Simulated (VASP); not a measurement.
Given:

```yaml
crystal:
  lattice:
    - [10.93707, 0.00000, 0.00000]
    - [0.00000, 10.93707, 0.00000]
    - [0.00000, 0.00000, 10.93707]
  atoms:
    - { symbol: Si, position: [0.49884, 0.99991, 0.99981] }
    - { symbol: Si, position: [0.63046, 0.12321, 0.12287] }
    - { symbol: Si, position: [0.75246, 0.24833, 0.99592] }
    - { symbol: Si, position: [0.87716, 0.37141, 0.12225] }
    - { symbol: Si, position: [0.75232, 0.99667, 0.24863] }
    - { symbol: Si, position: [0.87752, 0.12241, 0.37191] }
    - { symbol: Si, position: [0.00058, 0.99973, 0.99976] }
    - { symbol: Si, position: [0.12903, 0.12402, 0.12389] }
    - { symbol: Si, position: [0.25319, 0.25141, 0.00047] }
    - { symbol: Si, position: [0.38144, 0.37624, 0.12989] }
    - { symbol: Si, position: [0.49978, 0.50108, 0.99973] }
    - { symbol: Si, position: [0.62548, 0.62138, 0.12814] }
    - { symbol: Si, position: [0.74842, 0.74774, 0.99953] }
    - { symbol: Si, position: [0.87679, 0.87093, 0.12327] }
    - { symbol: Si, position: [0.25369, 0.00118, 0.25124] }
    - { symbol: Si, position: [0.38277, 0.13143, 0.37568] }
    - { symbol: Si, position: [0.51189, 0.25132, 0.24881] }
    - { symbol: Si, position: [0.74627, 0.48848, 0.24682] }
    - { symbol: Si, position: [0.86794, 0.61729, 0.37402] }
    - { symbol: Si, position: [0.50035, 0.00079, 0.50043] }
    - { symbol: Si, position: [0.62616, 0.12848, 0.62153] }
    - { symbol: Si, position: [0.74810, 0.24756, 0.48988] }
    - { symbol: Si, position: [0.86917, 0.37379, 0.61884] }
    - { symbol: Si, position: [0.74845, 0.99954, 0.74742] }
    - { symbol: Si, position: [0.87719, 0.12291, 0.87066] }
    - { symbol: Si, position: [0.00083, 0.50082, 0.99924] }
    - { symbol: Si, position: [0.12977, 0.62184, 0.13107] }
    - { symbol: Si, position: [0.24856, 0.75096, 0.00423] }
    - { symbol: Si, position: [0.37825, 0.87030, 0.13085] }
    - { symbol: Si, position: [0.00236, 0.24866, 0.24865] }
    - { symbol: Si, position: [0.12648, 0.37443, 0.37426] }
    - { symbol: Si, position: [0.26013, 0.50098, 0.26209] }
    - { symbol: Si, position: [0.38951, 0.61118, 0.40465] }
    - { symbol: Si, position: [0.49934, 0.74002, 0.26149] }
    - { symbol: Si, position: [0.62548, 0.87373, 0.37418] }
    - { symbol: Si, position: [0.00098, 0.99915, 0.50045] }
    - { symbol: Si, position: [0.12994, 0.13105, 0.62150] }
    - { symbol: Si, position: [0.26030, 0.26241, 0.50074] }
    - { symbol: Si, position: [0.38939, 0.40469, 0.61145] }
    - { symbol: Si, position: [0.59584, 0.61187, 0.61196] }
    - { symbol: Si, position: [0.73789, 0.73985, 0.49997] }
    - { symbol: Si, position: [0.86929, 0.87003, 0.62124] }
    - { symbol: Si, position: [0.24861, 0.00452, 0.75061] }
    - { symbol: Si, position: [0.37830, 0.13085, 0.87014] }
    - { symbol: Si, position: [0.49952, 0.26153, 0.74001] }
    - { symbol: Si, position: [0.62551, 0.37429, 0.87363] }
    - { symbol: Si, position: [0.73814, 0.50006, 0.73997] }
    - { symbol: Si, position: [0.86926, 0.62152, 0.87008] }
    - { symbol: Si, position: [0.99843, 0.74603, 0.25156] }
    - { symbol: Si, position: [0.12732, 0.87303, 0.37510] }
    - { symbol: Si, position: [0.99811, 0.49922, 0.49925] }
    - { symbol: Si, position: [0.12217, 0.62655, 0.62595] }
    - { symbol: Si, position: [0.25030, 0.74895, 0.50185] }
    - { symbol: Si, position: [0.37275, 0.87724, 0.62608] }
    - { symbol: Si, position: [0.99923, 0.25163, 0.74645] }
    - { symbol: Si, position: [0.12731, 0.37538, 0.87309] }
    - { symbol: Si, position: [0.24995, 0.50249, 0.74855] }
    - { symbol: Si, position: [0.37257, 0.62681, 0.87645] }
    - { symbol: Si, position: [0.49639, 0.75020, 0.74953] }
    - { symbol: Si, position: [0.62467, 0.87350, 0.87345] }
    - { symbol: Si, position: [0.99505, 0.75080, 0.75053] }
    - { symbol: Si, position: [0.12493, 0.87486, 0.87468] }
    - { symbol: N, position: [0.46886, 0.53213, 0.53232] }
```

These are HSE06 screened hybrid, VASP's PBE PAW potentials (set 64) (plane waves; VASP 6.6.1) values and carry that method's errors. Numerical set-up: PREC = Normal, LREAL = Auto, ISYM = 0, EDIFF = 1E-5, 400 eV cut-off, 1×1×1 Γ-centred mesh, Gaussian smearing of 0.050 eV, potentials Si N. Starting moments (MAGMOM): 63*0.0476. The cell's moment is fixed (NUPDOWN = 3).

The supercell is sampled at Γ alone, which is coarse: total energies, pressure and levels can be off, energies of defects by several tenths of an eV.

Problem. Estimate the cell moment, energy per atom (σ→0), largest force.

Solution. 
```yaml
cell_moment: 3.00 μB
energy per atom (σ→0): -6.204 eV/atom
largest_force: 0.423 eV/Å
```

Problem. Give the moment on each site (PAW-sphere projection).

Solution. 
```tsv
site	moment (μB)
Si1	0.02
Si2	0.01
Si3	0.01
Si4	0.01
Si5	0.01
Si6	0.01
Si7	0.01
Si8	0.00
Si9	0.02
Si10	0.02
Si11	0.01
Si12	0.02
Si13	0.02
Si14	0.01
Si15	0.02
Si16	0.02
Si17	0.20
Si18	0.20
Si19	0.02
Si20	0.01
Si21	0.01
Si22	0.20
Si23	0.01
Si24	0.02
Si25	0.01
Si26	0.02
Si27	0.01
Si28	0.01
Si29	0.01
Si30	0.01
Si31	0.00
Si32	0.01
Si33	0.01
Si34	0.01
Si35	0.00
Si36	0.02
Si37	0.01
Si38	0.01
Si39	0.01
Si40	0.01
Si41	0.01
Si42	0.01
Si43	0.01
Si44	0.01
Si45	0.01
Si46	0.00
Si47	0.01
Si48	0.01
Si49	0.02
Si50	0.02
Si51	0.01
Si52	0.01
Si53	0.01
Si54	0.01
Si55	0.02
Si56	0.02
Si57	0.01
Si58	0.01
Si59	0.01
Si60	0.02
Si61	0.01
Si62	0.01
N63	0.05
```

Only differences to runs with the same potentials and settings are physical.

The cell is a supercell with a defect, built from Si (diamond): N_Si-vac_Si. The cell's shape comes from a PBE relaxation.
